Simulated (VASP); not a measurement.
Here is the system:

```
GaInAs2
1.0
    0.00000     2.93573     2.93573
    2.93573     0.00000     2.93573
   11.77885    11.77885    -0.03592
In As Ga
2 4 2
Direct
  0.01077   0.01077   0.99192
  0.99207   0.99207   0.25595
  0.24842   0.24842   0.06369
  0.23018   0.23018   0.32736
  0.24989   0.24989   0.56258
  0.26852   0.26852   0.79861
  0.99076   0.99076   0.50693
  0.00939   0.00939   0.74296
```

The numbers are results of PBEsol GGA, VASP's PBE PAW potentials (set 64) (plane waves; VASP 6.6.1), not measurements. Settings: 400 eV cut-off, Gaussian smearing of 0.050 eV, potentials In_d As Ga_d.

Question: Give the energies of bands 27 to 40 at the high-symmetry points, in eV from the Fermi level.

Answer: 
| band | Γ | T | H2 | L | S0 | F |
|---|---|---|---|---|---|---|
| 27 | -4.10 | -2.27 | -5.76 | -5.84 | -5.77 | -5.77 |
| 28 | -1.35 | -2.05 | -5.73 | -5.82 | -5.73 | -5.74 |
| 29 | -1.35 | -1.34 | -3.85 | -3.02 | -3.84 | -3.12 |
| 30 | -0.83 | -1.34 | -3.73 | -2.98 | -3.73 | -3.11 |
| 31 | -0.83 | -0.92 | -3.52 | -2.67 | -3.53 | -2.71 |
| 32 | -0.54 | -0.92 | -3.33 | -2.24 | -3.33 | -2.60 |
| 33 | -0.54 | -0.38 | -2.30 | -2.24 | -2.36 | -2.03 |
| 34 | -0.36 | -0.38 | -2.26 | -2.12 | -2.17 | -1.84 |
| 35 | -0.19 | -0.10 | -2.07 | -1.50 | -2.14 | -1.21 |
| 36 | 0.00 | -0.10 | -1.97 | -1.25 | -1.93 | -1.08 |
| 37 | 0.00 | 0.31 | 2.15 | 1.25 | 2.02 | 0.68 |
| 38 | 0.31 | 0.61 | 2.18 | 1.50 | 2.50 | 1.20 |
| 39 | 1.19 | 1.39 | 2.88 | 1.88 | 2.50 | 1.46 |
| 40 | 1.59 | 1.52 | 2.98 | 1.96 | 3.21 | 2.05 |

It has no gap at this level: it comes out as a metal or semimetal.

The structure was generated: Ga2In2As4 was put into an ordered model structure (R3m), which need not be its known phase. It was relaxed first.
